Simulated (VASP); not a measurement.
Given:

```xyz
4
Lattice="2.0694 1.1948 6.7313 -2.0694 1.1948 6.7313 0.0000 -2.3896 6.7313" Properties=species:S:1:pos:R:3 pbc="T T T"
Zn     0.0000     0.0000    12.8232
Sn     0.0000     0.0000     2.3621
As     0.0000     0.0000    19.9780
As     0.0000     0.0000    10.2727
```

These are PBEsol GGA, VASP's PBE PAW potentials (set 64) (plane waves; VASP) values and carry that method's errors. Run with 400 eV cut-off, 10×10×10 Γ-centred mesh, tetrahedra with Blöchl corrections, potentials Zn Sn_d As.

Unless said otherwise, spin-orbit coupling is left out, though it shifts the bands of the heavy elements here.

Problem. What does the run give for the energy per atom (σ→0), band gap (on the k-mesh) with the smallest direct gap where there is one?

Solution. 
- band gap (on the k-mesh) = none (metal, semimetal or under 0.01 eV)
- energy per atom (σ→0) = -4.125 eV/atom

The structure comes from a computed database's ZnSnAs2 entry (R3m); how it stands against other phases isn't given here. It was relaxed first, which changed the volume by -5 %.
